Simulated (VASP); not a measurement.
Level of theory: RPBE GGA, VASP's PBE PAW potentials (set 64) (plane waves; VASP).

A VASP calculation is set up with these files.

### KPOINTS
```
Automatic mesh
0
Gamma
1 1 1
0 0 0
```

### POSCAR
```
F atom
1.0
 12.0000000000   0.0000000000   0.0000000000
  0.0000000000  12.5000000000   0.0000000000
  0.0000000000   0.0000000000  13.0000000000
F
1
Cartesian
  0.0000000000   0.0000000000   0.0000000000
```

INCAR:
```
ALGO=All
EDIFF=1E-6
ENCUT=520
GGA=RP
ISMEAR=0
ISPIN=2
ISYM=0
LASPH=T
LCHARG=F
LORBIT=10
LREAL=F
LWAVE=F
MAGMOM=1
NELM=200
NUPDOWN=1
PREC=Normal
SIGMA=0.01
SYSTEM=F atom
```

POTCAR, in this order: F (PBE.64 set). Program: vasp_gam. Read from the step before: WAVECAR.

The resulting files:

OUTCAR:
```
 ion  position               nearest neighbor table
   1  0.000  0.000  0.000-
 Subroutine IBZKPT returns following result:
 Found      1 irreducible k-points:

 Following reciprocal coordinates:
            Coordinates               Weight
  0.000000  0.000000  0.000000      1.000000
   k-points           NKPTS =      1   k-points in BZ     NKDIM =      1   number of bands    NBANDS=      8
   number of dos      NEDOS =    301   number of ions     NIONS =      1
   total plane-waves  NPLWV = 392000
   dimension x,y,z NGX =    70 NGY =   70 NGZ =   80
   dimension x,y,z NGXF=   140 NGYF=  140 NGZF=  160
   ions per type =               1
   PREC   = normal    normal or accurate (medium, high low for compatibility)
   ISTART =      1    job   : 0-new  1-cont  2-samecut
   ICHARG =      0    charge: 1-file 2-atom 10-const
   ISPIN  =      2    spin polarized calculation?
   LNONCOLLINEAR =      F non collinear calculations
   LSORBIT =      F    spin-orbit coupling
   INIWAV =      1    electr: 0-lowe 1-rand  2-diag
   ENCUT  =  520.0 eV  38.22 Ry    6.18 a.u.  22.31 23.24 24.17*2*pi/ulx,y,z
   NELM   =    200;   NELMIN=  2; NELMDL=  0     # of ELM steps
   EDIFF  = 0.1E-05   stopping-criterion for ELM
   LREAL  =      F    real-space projection
...
```

OSZICAR:
```
       N       E                     dE             d eps       ncg     rms           ort
SDA:   1    -0.430463943822E+00   -0.43046E+00    0.00000E+00     8   0.758E-02   0.000E+00
CGA:   2    -0.432357416896E+00   -0.18935E-02   -0.18962E-02     8   0.273E-02  -0.547E-04
CGA:   3    -0.432910780954E+00   -0.55336E-03   -0.55337E-03     8   0.266E-02   0.779E-05
SDA:   4    -0.589306745731E+00   -0.15640E+00   -0.15578E+00     8   0.222E+01   0.173E-02
CGA:   5    -0.699523178134E+00   -0.11022E+00   -0.51154E+00     8   0.859E-01   0.486E-01
CGA:   6    -0.727890797838E+00   -0.28368E-01   -0.28383E-01     8   0.483E-01   0.145E-03
CGA:   7    -0.740234316952E+00   -0.12344E-01   -0.12367E-01     8   0.776E-02   0.205E-04
CGA:   8    -0.741835233743E+00   -0.16009E-02   -0.15977E-02     8   0.149E-02   0.855E-05
CGA:   9    -0.742456679977E+00   -0.62145E-03   -0.62098E-03     8   0.516E-03   0.109E-04
CGA:  10    -0.742598527485E+00   -0.14185E-03   -0.14231E-03     8   0.105E-03   0.431E-05
CGA:  11    -0.742629513473E+00   -0.30986E-04   -0.31079E-04     8   0.249E-04   0.125E-05
CGA:  12    -0.742636818105E+00   -0.73046E-05   -0.73535E-05     8   0.367E-05   0.696E-06
CGA:  13    -0.742637885985E+00   -0.10679E-05   -0.10978E-05     8   0.877E-06   0.463E-06
SDA:  14    -0.742638072643E+00   -0.18666E-06   -0.22923E-06     8   0.244E-06   0.364E-06
   1 F= -.74263807E+00 E0= -.74263807E+00  d E =-.107645E-22  mag=     1.0000
```

### OUTCAR
```
------------------------ aborting loop because EDIFF is reached ----------------------------------------
  FORCE on cell =-STRESS in cart. coord.  units (eV):
  Direction    XX          YY          ZZ          XY          YZ          ZX
  --------------------------------------------------------------------------------------
  Total       -0.0494338     -0.0382893     -0.0539890     -0.0007041      0.0001613      0.0000006
  in kB       -0.0406162     -0.0314596     -0.0443590     -0.0005785      0.0001326      0.0000005
  external PRESSURE =      -0.0388116 kB  Pullay stress =       0.0000000 kB
  volume of cell :     1950.00
      direct lattice vectors                 reciprocal lattice vectors
    12.000000000  0.000000000  0.000000000     0.083333333  0.000000000  0.000000000
     0.000000000 12.500000000  0.000000000     0.000000000  0.080000000  0.000000000
     0.000000000  0.000000000 13.000000000     0.000000000  0.000000000  0.076923077
 POSITION                                       TOTAL-FORCE (eV/Angst)
 -----------------------------------------------------------------------------------
      0.00000      0.00000      0.00000        -0.000000      0.000000     -0.000000
 -----------------------------------------------------------------------------------
    total drift:                               -0.000000      0.000000     -0.000000
  FREE ENERGIE OF THE ION-ELECTRON SYSTEM (eV)
  ---------------------------------------------------
  free  energy   TOTEN  =        -0.7426380726 eV

  energy  without entropy=       -0.7426380726  energy(sigma->0) =       -0.74263807

 total charge

# of ion       s       p       d       tot
------------------------------------------
    1        1.764   3.997   0.000   5.761

 magnetization (x)

# of ion       s       p       d       tot
------------------------------------------
    1        0.004   0.841   0.000   0.846
```
(Selected blocks of OUTCAR.)

The atom may not be in its lowest state.

The cell is a free atom in a box.
